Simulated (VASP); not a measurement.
Energy against volume of PdIn (CsCl type). These are vdW-DF2, VASP's PBE PAW potentials (set 64) (plane waves; VASP) values and carry that method's errors. Settings: 520 eV cut-off, 11×11×11 Γ-centred mesh, first-order Methfessel-Paxton smearing of 0.10 eV, potentials In_d Pd.

| V (Å³/atom) | E (eV/atom) |
|---|---|
| 19.094 | -0.72285 |
| 19.703 | -0.73791 |
| 20.313 | -0.74281 |
| 20.922 | -0.73949 |

Problem. Fit these four points and predict the energy of the run at 21.532 Å³/atom.

Solution. A cubic in V^(−2/3), the third-order Birch-Murnaghan form, passes through the four points with V0 = 20.35 Å³/atom and B0 = 71 GPa, and gives -0.7296 eV/atom there. The run gave -0.7295 eV/atom, +0.0 meV/atom from the fit; all five points give B0 = 71 GPa.

The compound is PdIn in the CsCl type structure. It was relaxed first, which changed the volume by +19 %.
